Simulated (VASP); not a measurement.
Given:

```
CELL_PARAMETERS angstrom
      2.85122     0.00000     0.00000
      0.00000     2.85122     0.00000
      0.00000     0.00000     2.85122
ATOMIC_POSITIONS crystal
  Al 0.50000 0.50000 0.50000
  Co 0.00000 0.00000 0.00000
```

Computed with PW91 GGA, VASP's PBE PAW potentials (set 64) (plane waves; VASP). Run with 520 eV cut-off, 13×13×13 Γ-centred mesh, first-order Methfessel-Paxton smearing of 0.10 eV, potentials Al Co.

Question: Predict the energy per atom (σ→0), band gap (on the k-mesh) with the smallest direct gap where there is one.

Answer: 
| Quantity | Value |
|---|---|
| band gap (on the k-mesh) | none (metal, semimetal or under 0.01 eV) |
| energy per atom (σ→0) | -5.969 eV/atom |

The absolute energy has meaning only against runs of the same code, potentials and settings.

The compound is CoAl in the CsCl type structure. It was relaxed first. The run is not spin-polarised, so no magnetic state was tried.
